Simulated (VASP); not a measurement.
A convergence study with VASP on CdTe (space group F-43m): one setting is varied, all else stays as given below, so the limit is that of these other settings.

```xyz
2
Lattice="0.0000 3.2497 3.2497 3.2497 0.0000 3.2497 3.2497 3.2497 0.0000" Properties=species:S:1:pos:R:3 pbc="T T T"
Cd     0.0000     0.0000     0.0000
Te     1.6249     1.6249     1.6249
```

These are PBE GGA, VASP's PBE PAW potentials (set 64) (plane waves; VASP 6.6.1) values and carry that method's errors. The tightest run used: 450 eV cut-off, 7×7×7 Γ-centred mesh, Gaussian smearing of 0.010 eV, potentials Cd Te.

| setting | mean ε∞ | highest Γ mode (cm⁻¹) | plane waves |
|---|---|---|---|
| ENCUT = 150 | 30.08 | 147.2 | 298 |
| ENCUT = 180 | 13.94 | 140.5 | 387 |
| ENCUT = 210 | 12.08 | 141.5 | 489 |

**Question.** These are the cheaper rows. Estimate the results at ENCUT = 450, and how far the last row shown lies from them.

**Answer.** 
| quantity | tightest run | last row shown is off by |
|---|---|---|
| mean ε∞ | 11.80 | 0.28 |
| highest Γ mode (cm⁻¹) | 144.8 | -3.3 |

Left out are rungs that failed or repeat a setting and relaxations that didn't move; long series are thinned to 24 rows.

The structure is a typed CdTe crystal (space group no. 216). The cell was not relaxed at this level.
